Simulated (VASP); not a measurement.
These are PBE0 hybrid, VASP's PBE PAW potentials (set 64) (plane waves; VASP) values and carry that method's errors.

Input for VASP

POSCAR:
```
BP
4.5466420
  0.0000000000   0.5000000000   0.5000000000
  0.5000000000   0.0000000000   0.5000000000
  0.5000000000   0.5000000000   0.0000000000
B P
1 1
Cartesian
  0.0000000000   0.0000000000   0.0000000000
  0.2500000000   0.2500000000   0.2500000000
```

KPOINTS:
```
Automatic mesh
0
Gamma
8 8 8
0 0 0
```

### INCAR
```
! general
SYSTEM    =  BP
PREC      =  Accurate
ENCUT     =  320
LREAL     =  .False.
LASPH     =  .True.
ISYM      =  3

! electronic loop
EDIFF     =  1E-6
NELM      =  100
ALGO      =  Normal

! smearing
ISMEAR    =  0
SIGMA     =  0.01

! functional
GGA       =  PE
LHFCALC   =  .True.
AEXX      =  0.25
HFRCUT    =  -1
PRECFOCK  =  Fast

! ions
ISIF      =  2

! output
LWAVE     =  .False.
LCHARG    =  .False.
```

POTCAR, in this order: B P (PBE.64 set). Program: vasp_std.

Output of the run:

OSZICAR:
```
       N       E                     dE             d eps       ncg     rms          rms(c)
DAV:   1    -0.164405284700E+03   -0.16441E+03   -0.30732E+03   488   0.603E+02
DAV:   2    -0.180016032059E+03   -0.15611E+02   -0.14771E+02   768   0.830E+01
DAV:   3    -0.180146068179E+03   -0.13004E+00   -0.13004E+00   504   0.103E+01
DAV:   4    -0.180146410593E+03   -0.34241E-03   -0.34238E-03   728   0.525E-01
DAV:   5    -0.166780626337E+02    0.16347E+03   -0.19220E+00   560   0.105E+01    0.837E+00
DAV:   6    -0.158585381503E+02    0.81952E+00   -0.13015E+00   544   0.721E+00    0.509E+00
DAV:   7    -0.157757296120E+02    0.82809E-01   -0.58390E-01   592   0.439E+00    0.278E+00
DAV:   8    -0.157701605392E+02    0.55691E-02   -0.78191E-02   616   0.175E+00    0.150E+00
DAV:   9    -0.157632576093E+02    0.69029E-02   -0.11552E-02   600   0.753E-01    0.878E-01
DAV:  10    -0.157615406665E+02    0.17169E-02   -0.49139E-03   560   0.453E-01    0.563E-01
DAV:  11    -0.157613944008E+02    0.14627E-03   -0.11369E-03   576   0.223E-01    0.361E-01
DAV:  12    -0.157613710110E+02    0.23390E-04   -0.14560E-04   592   0.911E-02    0.218E-01
DAV:  13    -0.157613680448E+02    0.29661E-05   -0.45099E-05   592   0.517E-02    0.126E-01
DAV:  14    -0.157613743212E+02   -0.62764E-05   -0.18434E-05   568   0.326E-02    0.704E-02
DAV:  15    -0.157613791517E+02   -0.48305E-05   -0.49928E-06   608   0.187E-02    0.391E-02
DAV:  16    -0.157613816654E+02   -0.25137E-05   -0.15108E-06   528   0.114E-02    0.221E-02
DAV:  17    -0.157613828840E+02   -0.12186E-05   -0.58692E-07   280   0.736E-03    0.128E-02
DAV:  18    -0.157613834447E+02   -0.56071E-06   -0.27076E-07   288   0.508E-03
   1 F= -.15761383E+02 E0= -.15761383E+02  d E =-.485672E-62
```

### OUTCAR
```
------------------------ aborting loop because EDIFF is reached ----------------------------------------
  FORCE on cell =-STRESS in cart. coord.  units (eV):
  Direction    XX          YY          ZZ          XY          YZ          ZX
  --------------------------------------------------------------------------------------
  Total       -0.5450118     -0.5450118     -0.5450118      0.0000000     -0.0000000      0.0000000
  in kB      -37.1624407    -37.1624407    -37.1624407      0.0000000     -0.0000000      0.0000000
  external PRESSURE =     -37.1624407 kB  Pullay stress =       0.0000000 kB
  volume of cell :       23.50
      direct lattice vectors                 reciprocal lattice vectors
     0.000000000  2.273321000  2.273321000    -0.219942542  0.219942542  0.219942542
     2.273321000  0.000000000  2.273321000     0.219942542 -0.219942542  0.219942542
     2.273321000  2.273321000  0.000000000     0.219942542  0.219942542 -0.219942542
  FREE ENERGIE OF THE ION-ELECTRON SYSTEM (eV)
  ---------------------------------------------------
  free  energy   TOTEN  =       -15.7613834447 eV

  energy  without entropy=      -15.7613834447  energy(sigma->0) =      -15.76138344

  exchange ACFDT corr.  =         0.00000000  see jH, gK, PRB 81, 115126
```
(Selected blocks of OUTCAR.)

At this cut-off the stress carries a Pulay error, which pulls relaxed volumes low.

The structure comes from a computed database's BP entry; how it stands against other phases isn't given here. The cell was not relaxed at this level. The run is one of a series of settings (ENCUT = 320 against the base run), some of them coarse on purpose.
